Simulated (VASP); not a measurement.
BeRu, 2 atoms in the cell. It takes space group P4/mmm (No. 123, tetragonal). The conventional cell has a = 2.288 Å, b = 2.288 Å, c = 3.783 Å, α = 90.00°, β = 90.00°, γ = 90.00°. Be (site symmetry 4/mmm) has 2 Ru at 1.89 Å as nearest neighbours. Ru (site symmetry 4/mmm) has 2 Be at 1.89 Å as nearest neighbours. The cell was built by a generator and needn't be a form met in nature.

```yaml
Program: VASP 6.6.1
Task: relaxation of cell and atoms
Functional: PBE
Potentials_or_basis: VASP PAW PBE potentials, release 64 (Be, Ru_pv)
Cutoff: 600 eV
k_mesh: 11 × 11 × 7
Occupations: methfessel-paxton, width 0.2 eV
Spin: no spin polarisation
Further_INCAR_settings: ALGO = Normal; EDIFF = 1e-06; IBRION = 2; EDIFFG = -0.01; NSW = 40; ISIF = 3
```

Potentials or basis: VASP PAW PBE potentials, release 64 (Be, Ru_pv).

Run with:

```console
$ cat potpaw_PBE.64/Be/POTCAR potpaw_PBE.64/Ru_pv/POTCAR > POTCAR
$ mpirun -np 1 vasp_std > vasp.out
```

Hardware: 1 thread of Intel(R) Xeon(R) Platinum 8488C (Sapphire Rapids), with other jobs on the host.

Question: Estimate the wall time of this run.

Answer: It took 84 s on 1 thread of Intel(R) Xeon(R) Platinum 8488C (Sapphire Rapids), with other jobs on the host, peak memory 0.16 GiB. Counts: scf iterations 74, k points 84, ion steps 9.
